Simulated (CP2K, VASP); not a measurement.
Given: the input of a run of VASP 6.6.1 on NaMg3O4. The cell comes from a database or a generator and needn't be the stable form of this composition.

INCAR

```
  PREC = Accurate
  ENCUT = 500
  EDIFF = 1E-7
  ISMEAR = 0
  SIGMA = 0.1
  LREAL = False
  LASPH = True
  NELM = 60
  ALGO = Fast
  ISIF = 2
  LWAVE = False
  LCHARG = False
  GGA = PE
  NBANDS = 26
```

KPOINTS

```
Automatic mesh
0
Gamma
  6 6 6
```

POSCAR

```
NaMg3O4
1.0
    4.3537536500      0.0000000000      0.0000000000
    0.0000000000      4.3537536500      0.0000000000
    0.0000000000      0.0000000000      4.3537536500
Mg Na O
3 1 4
Direct
    0.5000000000      0.5000000000      0.0000000000
    0.5000000000      0.0000000000      0.5000000000
    0.0000000000      0.5000000000      0.5000000000
    0.0000000000      0.0000000000      0.0000000000
    0.0000000000      0.5000000000      0.0000000000
    0.0000000000      0.0000000000      0.5000000000
    0.5000000000      0.5000000000      0.5000000000
    0.5000000000      0.0000000000      0.0000000000
```

Potentials or basis: VASP PAW PBE potentials, release 64 (Mg, Na, O).

Launch:

```console
$ cat potpaw_PBE.64/Mg/POTCAR potpaw_PBE.64/Na/POTCAR potpaw_PBE.64/O/POTCAR > POTCAR
$ mpirun -np 1 vasp_std > vasp.out
```

Translate it to CP2K 2026.2. Potentials or basis there: POTENTIAL_UZH Mg GTH-PBE-q10, Na GTH-PBE-q9, O GTH-PBE-q6; TZVP-MOLOPT-PBE-GTH basis.

As run (cutoffs and basis follow the program's own potentials, and thresholds, step limits or extra output files can differ):

Contents of namg3o4_scf.inp:

```
&GLOBAL
  PROJECT namg3o4_scf
  RUN_TYPE ENERGY_FORCE
  PRINT_LEVEL LOW
&END GLOBAL
&FORCE_EVAL
  METHOD QS
  STRESS_TENSOR ANALYTICAL
  &DFT
    BASIS_SET_FILE_NAME BASIS_MOLOPT_UZH
    POTENTIAL_FILE_NAME POTENTIAL_UZH
    &MGRID
      CUTOFF 1400
      REL_CUTOFF 60
      NGRIDS 5
    &END MGRID
    &QS
      METHOD GPW
      EPS_DEFAULT 1.0E-10
    &END QS
    &KPOINTS
      SCHEME MONKHORST-PACK 6 6 6
      GAMMA_CENTERED T
      SYMMETRY T
      SYMMETRY_BACKEND SPGLIB
    &END KPOINTS
    &SCF
      SCF_GUESS ATOMIC
      EPS_SCF 1.0E-6
      MAX_SCF 100
      ADDED_MOS 22
      CHOLESKY OFF
      EPS_EIGVAL 1.0E-7
      &DIAGONALIZATION ON
        ALGORITHM STANDARD
      &END DIAGONALIZATION
      &MIXING ON
        METHOD BROYDEN_MIXING
        ALPHA 0.4
        BETA 1.5
        NBUFFER 8
      &END MIXING
      &SMEAR ON
        METHOD GAUSSIAN
        SIGMA [eV] 0.1
      &END SMEAR
    &END SCF
    &XC
      &XC_FUNCTIONAL
        &GGA_X_PBE
        &END GGA_X_PBE
        &GGA_C_PBE
        &END GGA_C_PBE
      &END XC_FUNCTIONAL
    &END XC
    &PRINT
      &KPOINTS ON
      &END KPOINTS
      &MULLIKEN ON
      &END MULLIKEN
      &MO ON
        ENERGIES T
        OCCUPATION_NUMBERS T
        &EACH
          QS_SCF 0
        &END EACH
        ADD_LAST NUMERIC
      &END MO
    &END PRINT
  &END DFT
  &SUBSYS
    &CELL
      A 4.3537536500 0.0000000000 0.0000000000
      B 0.0000000000 4.3537536500 0.0000000000
      C 0.0000000000 0.0000000000 4.3537536500
      PERIODIC XYZ
    &END CELL
    &COORD
      SCALED
      Mg  0.5000000000 0.5000000000 0.0000000000
      Mg  0.5000000000 0.0000000000 0.5000000000
      Mg  0.0000000000 0.5000000000 0.5000000000
      Na  0.0000000000 0.0000000000 0.0000000000
      O   0.0000000000 0.5000000000 0.0000000000
      O   0.0000000000 0.0000000000 0.5000000000
      O   0.5000000000 0.5000000000 0.5000000000
      O   0.5000000000 0.0000000000 0.0000000000
    &END COORD
    &KIND Mg
      BASIS_SET TZVP-MOLOPT-PBE-GTH-q10
      POTENTIAL GTH-PBE-q10
    &END KIND
    &KIND Na
      BASIS_SET TZVP-MOLOPT-PBE-GTH-q9
      POTENTIAL GTH-PBE-q9
    &END KIND
    &KIND O
      BASIS_SET TZVP-MOLOPT-PBE-GTH-q6
      POTENTIAL GTH-PBE-q6
    &END KIND
    &PRINT
      &ATOMIC_COORDINATES ON
      &END ATOMIC_COORDINATES
      &CELL ON
      &END CELL
    &END PRINT
  &END SUBSYS
  &PRINT
    &FORCES ON
    &END FORCES
    &STRESS_TENSOR ON
    &END STRESS_TENSOR
  &END PRINT
&END FORCE_EVAL
```

Potentials or basis: POTENTIAL_UZH Mg GTH-PBE-q10, Na GTH-PBE-q9, O GTH-PBE-q6; TZVP-MOLOPT-PBE-GTH basis.

Run with:

```sh
$ OMP_NUM_THREADS=1 cp2k.psmp -i namg3o4_scf.inp -o namg3o4_scf.out
```

Both were run:

|  | VASP | CP2K |
| --- | --- | --- |
| Pressure | -2.4 GPa | 1.3 GPa |

The potentials hold 31 and 63 valence electrons a cell.

The two runs disagree by more than potentials and bases usually give (in gap, levels, pressure or energy); the cause wasn't traced.

Pressure is positive in compression.
